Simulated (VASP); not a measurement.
Data:

```xyz
6
Lattice="4.4966 0.0000 0.0000 0.0000 4.4966 0.0000 0.0000 0.0000 3.1781" Properties=species:S:1:pos:R:3 pbc="T T T"
Ir     4.4966     0.0000     0.0000
Ir     2.2483     2.2483     1.5890
O      1.3886     1.3886     3.1781
O      3.6369     0.8597     1.5890
O      0.8597     3.6369     1.5890
O      3.1080     3.1080     0.0000
```

The numbers are results of vdW-DF-cx, VASP's PBE PAW potentials (set 64) (plane waves; VASP 6.6.1), not measurements. Settings: 520 eV cut-off, Gaussian smearing of 0.050 eV, potentials Ir O.

Problem. Give the energies of bands 11 to 24 at the high-symmetry points, in eV from the Fermi level.

Solution. 
```tsv
band	Γ	X	M	Z	R	A
11	-4.86	-6.14	-5.20	-5.65	-5.43	-5.61
12	-4.86	-6.14	-5.20	-5.65	-5.43	-5.61
13	-3.56	-5.21	-4.32	-5.51	-5.08	-4.30
14	-2.87	-5.21	-4.32	-5.51	-5.08	-4.30
15	-2.87	-3.11	-3.52	-3.96	-3.32	-3.20
16	-2.57	-3.11	-3.52	-3.96	-3.32	-3.20
17	-2.43	-1.62	-2.47	-1.93	-2.75	-1.84
18	-2.43	-1.62	-2.47	-1.93	-2.75	-1.84
19	-2.34	-1.29	-2.39	-0.67	-1.80	-1.20
20	-2.27	-1.29	-2.39	-0.67	-1.80	-1.20
21	-2.17	-0.30	0.20	0.27	0.54	-0.48
22	0.75	-0.30	0.20	0.27	0.54	-0.48
23	1.24	3.55	2.49	2.21	1.10	2.17
24	4.14	3.55	2.49	2.21	1.10	2.17
```

It has no gap at this level: it comes out as a metal or semimetal.

The compound is IrO2 in the rutile structure. It was relaxed first.
